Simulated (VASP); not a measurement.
Computed with PBE GGA, VASP's PBE PAW potentials (set 64) (plane waves; VASP 6.6.1).

Input for VASP

POSCAR:
```
InP
1
    0.0000000000     2.8763000000     2.8763000000
    2.8763000000     0.0000000000     2.8763000000
    2.8763000000     2.8763000000     0.0000000000
In P
1 1
Direct
  0.0000000000   0.0000000000   0.0000000000
  0.2500000000   0.2500000000   0.2500000000
```

INCAR:
```
SYSTEM  =  InP
PREC  =  Accurate; ENCUT  =  300; LREAL  =  .FALSE.
LASPH  =  .TRUE.
EDIFF  =  1E-6; NELM  =  100; ALGO  =  Normal
LMAXMIX  =  4
ISMEAR  =  -1; SIGMA  =  0.02
GGA  =  PE
ISIF  =  2
LWAVE  =  .FALSE.; LCHARG  =  .FALSE.
```

File KPOINTS:
```
Automatic
0
gamma
  7 7 7
```

POTCAR, in this order: In_d P (PBE.64 set). Program: vasp_std.

Output of the run:

OUTCAR:
```
 ion  position               nearest neighbor table
   1  0.000  0.000  0.000-   2 2.49   2 2.49   2 2.49   2 2.49
   2  0.250  0.250  0.250-   1 2.49   1 2.49   1 2.49   1 2.49
  LATTYP: Found a face centered cubic cell.
 ALAT       =     5.7526000000
 Subroutine PRICEL returns:
 Original cell was already a primitive cell.
 Subroutine GETGRP returns: Found 24 space group operations
The static configuration has the point symmetry T_d .
The dynamic configuration has the point symmetry T_d .
 Subroutine INISYM returns: Found 24 space group operations
 Subroutine IBZKPT returns following result:
 Found     20 irreducible k-points:

 Following reciprocal coordinates:
            Coordinates               Weight
  0.000000  0.000000  0.000000      1.000000
  0.142857  0.000000  0.000000      8.000000
  0.285714  0.000000  0.000000      8.000000
  0.428571  0.000000  0.000000      8.000000
  0.142857  0.142857  0.000000      6.000000
  0.285714  0.142857  0.000000     24.000000
  0.428571  0.142857  0.000000     24.000000
 -0.428571  0.142857  0.000000     24.000000
 -0.285714  0.142857  0.000000     24.000000
 -0.142857  0.142857  0.000000     12.000000
  0.285714  0.285714  0.000000      6.000000
  0.428571  0.285714  0.000000     24.000000
 -0.428571  0.285714  0.000000     24.000000
 -0.285714  0.285714  0.000000     12.000000
  0.428571  0.428571  0.000000      6.000000
 -0.428571  0.428571  0.000000     12.000000
  0.428571  0.285714  0.142857     24.000000
 -0.428571  0.285714  0.142857     48.000000
 -0.428571  0.428571  0.142857     24.000000
 -0.285714  0.428571  0.142857     24.000000
   k-points           NKPTS =     20   k-points in BZ     NKDIM =     20   number of bands    NBANDS=     13
   number of dos      NEDOS =    301   number of ions     NIONS =      2
   total plane-waves  NPLWV =  13824
   dimension x,y,z NGX =    24 NGY =   24 NGZ =   24
...
```

OSZICAR:
```
       N       E                     dE             d eps       ncg     rms          rms(c)
DAV:   1     0.954283481137E+02    0.95428E+02   -0.63654E+03   528   0.108E+03
DAV:   2    -0.267022726478E+01   -0.98099E+02   -0.94737E+02   555   0.273E+02
DAV:   3    -0.859155702442E+01   -0.59213E+01   -0.58942E+01   685   0.752E+01
DAV:   4    -0.872465307794E+01   -0.13310E+00   -0.13305E+00   646   0.124E+01
DAV:   5    -0.872910685204E+01   -0.44538E-02   -0.44537E-02   749   0.184E+00    0.628E+00
DAV:   6    -0.831501749860E+01    0.41409E+00   -0.74385E-01   763   0.161E+01    0.386E+00
DAV:   7    -0.827946107723E+01    0.35556E-01   -0.22860E-01   723   0.433E+00    0.134E+00
DAV:   8    -0.827928795201E+01    0.17313E-03   -0.19611E-02   647   0.208E+00    0.457E-01
DAV:   9    -0.827993746692E+01   -0.64951E-03   -0.21576E-03   666   0.722E-01    0.211E-01
DAV:  10    -0.827999312063E+01   -0.55654E-04   -0.23049E-04   766   0.150E-01    0.156E-01
DAV:  11    -0.828002815035E+01   -0.35030E-04   -0.17539E-05   608   0.370E-02    0.724E-02
DAV:  12    -0.828004756369E+01   -0.19413E-04   -0.55835E-05   565   0.132E-01    0.259E-02
DAV:  13    -0.828004779092E+01   -0.22723E-06   -0.24265E-06   600   0.148E-02
   1 F= -.82800478E+01 E0= -.82800478E+01  d E =-.154378E-11
```

**OUTCAR**
```
------------------------ aborting loop because EDIFF is reached ----------------------------------------
  FORCE on cell =-STRESS in cart. coord.  units (eV):
  Direction    XX          YY          ZZ          XY          YZ          ZX
  --------------------------------------------------------------------------------------
  Total        2.2707029      2.2707029      2.2707029     -0.0000000      0.0000000      0.0000000
  in kB       76.4431133     76.4431133     76.4431133     -0.0000000      0.0000000      0.0000000
  external PRESSURE =      76.4431133 kB  Pullay stress =       0.0000000 kB
  volume of cell :       47.59
      direct lattice vectors                 reciprocal lattice vectors
     0.000000000  2.876300000  2.876300000    -0.173834440  0.173834440  0.173834440
     2.876300000  0.000000000  2.876300000     0.173834440 -0.173834440  0.173834440
     2.876300000  2.876300000  0.000000000     0.173834440  0.173834440 -0.173834440
  FREE ENERGIE OF THE ION-ELECTRON SYSTEM (eV)
  ---------------------------------------------------
  free  energy   TOTEN  =        -8.2800477909 eV

  energy  without entropy=       -8.2800477909  energy(sigma->0) =       -8.28004779
```
(Selected blocks of OUTCAR.)

File OUTCAR:
```
 val. band max:        5.8271047454   @ k =   0.0000   0.0000   0.0000

 cond. band min:       6.8392885569   @ k =   0.0000   0.0000   0.0000


 Fermi energy:         6.2749534600

 k-point     1 :       0.0000    0.0000    0.0000
  band No.  band energies     occupation
      1      -8.4670      2.00000
      2      -8.4670      2.00000
      3      -8.4670      2.00000
      4      -8.2843      2.00000
      5      -8.2843      2.00000
      6      -6.0933      2.00000
      7       5.8271      2.00000
      8       5.8271      2.00000
      9       5.8271      2.00000
     10       6.8393      0.00000
     11       9.9115      0.00000
     12       9.9115      0.00000
     13       9.9115      0.00000

 k-point     2 :       0.1429    0.0000    0.0000
  band No.  band energies     occupation
      1      -8.4992      2.00000
      2      -8.4557      2.00000
      3      -8.4557      2.00000
      4      -8.2843      2.00000
      5      -8.2843      2.00000
      6      -5.8386      2.00000
      7       3.9984      2.00000
      8       5.5682      2.00000
      9       5.5682      2.00000
     10       7.7734      0.00000
     11      10.2243      0.00000
     12      10.2828      0.00000
     13      10.2828      0.00000

 k-point     3 :       0.2857    0.0000    0.0000
  band No.  band energies     occupation
      1      -8.5640      2.00000
      2      -8.4341      2.00000
      3      -8.4341      2.00000
      4      -8.2797      2.00000
      5      -8.2797      2.00000
      6      -5.1453      2.00000
      7       1.7276      2.00000
      8       5.1074      2.00000
      9       5.1074      2.00000
     10       7.7126      0.00000
     11      10.7025      0.00000
     12      10.7025      0.00000
     13      11.7356      0.00000

 k-point     4 :       0.4286    0.0000    0.0000
  band No.  band energies     occupation
      1      -8.6112      2.00000
      2      -8.4220      2.00000
      3      -8.4220      2.00000
...
```

At this cut-off the stress carries a Pulay error, which pulls relaxed volumes low. Unless said otherwise, spin-orbit coupling is left out, though it shifts the bands of the heavy elements here.

The structure is a typed InP crystal (F-43m). The cell was not relaxed at this level, and its volume differs by -5.9 % from the start's.
